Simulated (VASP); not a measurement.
Here is the system:

```
HoIn
1.0
    3.68297     0.00000     0.00000
    0.00000     3.68297     0.00000
    0.00000     0.00000     3.68297
Ho In
1 1
Direct
  0.00000   0.00000   0.00000
  0.50000   0.50000   0.50000
```

These are PBEsol GGA with spin-orbit coupling, VASP's PBE PAW potentials (set 64) (plane waves; VASP) values and carry that method's errors. Numerical set-up: 400 eV cut-off, 9×9×9 Γ-centred mesh, Gaussian smearing of 0.050 eV, potentials Ho_3 In_d.

The 4f electrons are frozen in the core of the lanthanide potential, so 4f levels, which can set the real gap, and their magnetism are missing.

**Question.** Give the energies of bands 17 to 29 at the high-symmetry points, in eV from the Fermi level.

**Answer.** 
```json
[
 {"band": "17", "Γ": "-8.48", "X": "-5.72", "M": "-5.37", "R": "-2.80"},
 {"band": "18", "Γ": "-8.48", "X": "-5.72", "M": "-5.37", "R": "-2.80"},
 {"band": "19", "Γ": "-0.36", "X": "-4.53", "M": "-1.45", "R": "-2.63"},
 {"band": "20", "Γ": "-0.36", "X": "-4.53", "M": "-1.45", "R": "-2.63"},
 {"band": "21", "Γ": "-0.36", "X": "0.09", "M": "-1.34", "R": "-2.63"},
 {"band": "22", "Γ": "-0.36", "X": "0.09", "M": "-1.34", "R": "-2.63"},
 {"band": "23", "Γ": "2.76", "X": "0.60", "M": "-0.58", "R": "-2.37"},
 {"band": "24", "Γ": "2.76", "X": "0.60", "M": "-0.58", "R": "-2.37"},
 {"band": "25", "Γ": "3.53", "X": "0.82", "M": "2.39", "R": "3.71"},
 {"band": "26", "Γ": "3.54", "X": "0.82", "M": "2.39", "R": "3.71"},
 {"band": "27", "Γ": "3.54", "X": "4.07", "M": "2.51", "R": "4.47"},
 {"band": "28", "Γ": "3.57", "X": "4.07", "M": "2.51", "R": "4.47"},
 {"band": "29", "Γ": "3.94", "X": "5.25", "M": "5.37", "R": "4.47"}
]
```

It has no gap at this level: it comes out as a metal or semimetal.

The structure comes from a measured HoIn entry (Pm-3m) of the Crystallography Open Database, whose conditions weren't checked. It was relaxed first, which changed the volume by -7 %.
